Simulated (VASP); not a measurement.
OSZICAR of a VASP run on PbTe (rock salt):

File OSZICAR:
```
       N       E                     dE             d eps       ncg     rms          rms(c)
DAV:   1     0.152460512355E+03    0.15246E+03   -0.83046E+03   560   0.125E+03
DAV:   2     0.104385071925E+02   -0.14202E+03   -0.13812E+03   566   0.314E+02
DAV:   3     0.163140113121E+01   -0.88071E+01   -0.87678E+01   752   0.859E+01
DAV:   4     0.144645124102E+01   -0.18495E+00   -0.18486E+00   658   0.143E+01
DAV:   5     0.144066050126E+01   -0.57907E-02   -0.57907E-02   790   0.231E+00    0.846E+00
DAV:   6     0.170102535278E+02    0.15570E+02   -0.28783E+01   680   0.112E+02    0.383E+00
DAV:   7     0.165786250394E+02   -0.43163E+00   -0.49202E-01   584   0.113E+01    0.235E+00
DAV:   8     0.165208192096E+02   -0.57806E-01   -0.12505E+00   560   0.123E+01    0.112E+00
DAV:   9     0.166406772883E+02    0.11986E+00   -0.84126E-01   560   0.108E+01    0.714E-01
DAV:  10     0.166476179523E+02    0.69407E-02   -0.62674E-02   614   0.459E+00    0.579E-01
DAV:  11     0.166519261041E+02    0.43082E-02   -0.60112E-03   698   0.129E+00    0.338E-01
DAV:  12     0.166552750303E+02    0.33489E-02   -0.11828E-02   680   0.210E+00    0.972E-02
DAV:  13     0.166552324730E+02   -0.42557E-04   -0.94405E-04   698   0.458E-01    0.644E-02
DAV:  14     0.166552383215E+02    0.58485E-05   -0.27583E-04   578   0.217E-01    0.302E-02
DAV:  15     0.166552315747E+02   -0.67468E-05   -0.36089E-05   752   0.945E-02    0.193E-02
DAV:  16     0.166552254077E+02   -0.61669E-05   -0.47155E-06   560   0.228E-02    0.154E-02
DAV:  17     0.166552244411E+02   -0.96663E-06   -0.18304E-05   620   0.766E-02    0.586E-03
DAV:  18     0.166552223279E+02   -0.21132E-05   -0.22757E-06   572   0.159E-02    0.220E-03
DAV:  19     0.166552220921E+02   -0.23579E-06   -0.93799E-08   436   0.359E-03    0.227E-03
DAV:  20     0.166552214344E+02   -0.65766E-06   -0.11981E-07   382   0.539E-03    0.800E-04
DAV:  21     0.166552215750E+02    0.14057E-06   -0.94209E-08   430   0.403E-03    0.428E-04
DAV:  22     0.166552215324E+02   -0.42618E-07   -0.43023E-09   292   0.923E-04
   1 F= 0.16655222E+02 E0= 0.16655222E+02  d E =-.560147E-12
```

**Question.** Which electronic solver shows in the log?

**Answer.** It is blocked Davidson (ALGO = Normal, or the opening steps of other solvers). The INCAR had ALGO = Normal.

**Question.** Can the final energy be trusted as converged?

**Answer.** The run converged. It stopped with EDIFF = 1E-7, NELM = 100 (MS2 meta-GGA, plane waves, VASP's PBE PAW potentials (set 64)).

The compound is PbTe in the rock salt structure. This cell is one point of a volume scan, at 0.94 of the reference volume.
